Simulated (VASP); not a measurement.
A run of VASP 6.6.1 is set up as follows.

Contents of INCAR:

```
SYSTEM = Be3CdTe4
PREC = Accurate
ENCUT = 520
EDIFF = 1E-7
ISMEAR = 0
SIGMA = 0.03
LREAL = .False.
LASPH = .True.
NELM = 120
ALGO = Normal
ISIF = 3
LWAVE = .False.
LCHARG = .False.
GGA = PE
IBRION = 2
NSW = 60
EDIFFG = -0.005
POTIM = 0.3
KPAR = 8
```

File KPOINTS:

```
regular mesh
0
Gamma
  8 8 8
  0 0 0
```

File POSCAR:

```
Be3CdTe4                                
1.0
    2.0744372859      1.1976769269     13.8504370848
   -2.0744372859      1.1976769269     13.8504370848
   -0.0000000000     -2.3953538538     13.8504370848
  Be              Cd              Te            
     3     1     4
Direct
     0.7562350783370912    0.7562350783370912    0.7562350783370912
     0.5006810004120991    0.5006810004120991    0.5006810004120991
     0.2448647742138658    0.2448647742138658    0.2448647742138658
     0.0032682580507247    0.0032682580507247    0.0032682580507247
     0.0710690107704630    0.0710690107704630    0.0710690107704630
     0.8152276607064480    0.8152276607064480    0.8152276607064480
     0.3034283366527690    0.3034283366527690    0.3034283366527690
     0.5596410508565475    0.5596410508565475    0.5596410508565475
```

Potentials or basis: VASP PAW PBE potentials, release 64 (Be, Cd, Te).

Command:

```bash
$ cat potpaw_PBE.64/Be/POTCAR potpaw_PBE.64/Cd/POTCAR potpaw_PBE.64/Te/POTCAR > POTCAR
$ mpirun -np 8 vasp_std > vasp.out
```

(1) Predict the band gap on the k mesh.

Answers

(1) 1.29 eV, indirect (least direct gap 1.62 eV).

Caveat: the relaxation stopped at its first step, so nothing moved; spin-orbit coupling is left out, which moves the levels of the heavy elements.
